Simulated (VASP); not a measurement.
Energy against volume of Si (diamond). Calculation: optB88-vdW, VASP's PBE PAW potentials (set 64) (plane waves; VASP).

```csv
V (Å³/atom),E (eV/atom)
19.220,-4.14935
19.834,-4.16675
20.447,-4.17217
21.061,-4.16738
21.674,-4.15391
```

### Question
Fit a third-order Birch-Murnaghan equation of state.

### Answer

```yaml
volume_per_atom: 20.45 Å³/atom
bulk_modulus: 88.6 GPa
pressure_derivative_of_the_bulk_modulus: 4.37
lattice_constant_a: 5.469 Å
```

Measured: bulk modulus 101 GPa at 0 K (computed value off by -12.1 %), as given by Jianwei Sun et al., Physical Review B (2011), doi:10.1103/physrevb.84.035117 [0 K value with zero-point phonon effects removed]; a 5.421 Å at 0 K (computed value off by +0.9 %), as given by Daniel Mejia-Rodriguez et al., Physical Review B (2018), arXiv:1807.09216 [static lattice: zero-point anharmonic expansion removed].

The compound is Si in the diamond structure. It was relaxed first.
